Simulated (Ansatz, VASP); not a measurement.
**Two plane-wave programs on ZrHgS3**

```
Hg Zr S
1.0
     5.01174    0.00000    0.00000
     0.00000    5.01174    0.00000
     0.00000    0.00000    5.01174
Hg Zr S
1 1 3
Direct
  0.00000 0.00000 0.00000
  0.50000 0.50000 0.50000
  0.50000 0.50000 0.00000
  0.50000 0.00000 0.50000
  0.00000 0.50000 0.50000
```

The cell comes from a database or a generator and needn't be the stable form of this composition.

Alike in both runs: task single point; functional LDA; k mesh 4 × 4 × 4; occupations gaussian, width 0.05 eV; no spin polarisation.

|  | VASP | Ansatz |
| --- | --- | --- |
| version | VASP 6.6.1 | Ansatz 0.2.0 |
| potentials or method | VASP PAW LDA potentials, release 64 (Hg, Zr_sv, S) | scalar-relativistic, plane waves, PAW |
| plane-wave cutoff (eV) | 520 | 420 |
| valence electrons in the cell | 42 | 50 |

|  | VASP | Ansatz | Ansatz less VASP |
| --- | --- | --- | --- |
| gap on the k mesh at the Fermi level (eV) | none | none | - |
| pressure (GPa) | -4.3 | -4.3 | -0.04 |

A gap of «none» marks a metal or a gap that the smearing closes. The two sets of potentials don't hold the same shells in valence.

The runs have no spin-orbit coupling, so splittings on Hg are missing.
